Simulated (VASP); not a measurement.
Consider the following.

```
WS2
1.0
    1.54447    -2.67511     0.00000
    1.54447     2.67511     0.00000
    0.00000     0.00000    12.10203
W S
2 4
Direct
  0.33333   0.66667   0.25000
  0.66667   0.33333   0.75000
  0.33333   0.66667   0.87770
  0.66667   0.33333   0.37770
  0.66667   0.33333   0.12230
  0.33333   0.66667   0.62230
```

Calculation: vdW-DF-cx, VASP's PBE PAW potentials (set 64) (plane waves; VASP). Settings: 520 eV cut-off, 8×8×2 Γ-centred mesh, Gaussian smearing of 0.050 eV, potentials W_sv S.

Task: The ions and cell shape at fixed volume are relaxed. What does this cell relax into?

Result: 
```
WS2
1.0
    1.56251    -2.70635     0.00000
    1.56251     2.70635     0.00000
    0.00000     0.00000    11.82423
W S
2 4
Cartesian
  1.56251   0.90212   2.95606
  1.56251  -0.90212   8.86817
  1.56251   0.90212  10.44873
  1.56251  -0.90212   4.53662
  1.56251  -0.90212   1.37550
  1.56251   0.90212   7.28761
```
Space group P6_3/mmc (194), at a tolerance of 0.03 Å.

Task: How much energy does the relaxation gain?

Result: The energy (σ→0) changes by -26.8 meV/atom, in 8 ionic steps.

```
step  E(σ→0) (eV)  max force (eV/Å)  pressure (GPa)  volume (Å³)
----  -----------  ----------------  --------------  -----------
1        -36.5092             1.186           11.93       100.00
2        -36.6169             0.161            4.87       100.00
3        -36.6212             0.049            5.97       100.00
4        -36.6651             0.032            4.47       100.00
5        -36.6700             0.019            3.83       100.00
6        -36.6700             0.018            3.79       100.00
7        -36.6701             0.013            3.67       100.00
8        -36.6701             0.000            3.72       100.00
```

The compound is WS2 in the 2H layered structure. This cell is one point of a volume scan, at 0.94 of the reference volume. Symmetry was kept, so distortions that lower it aren't found.
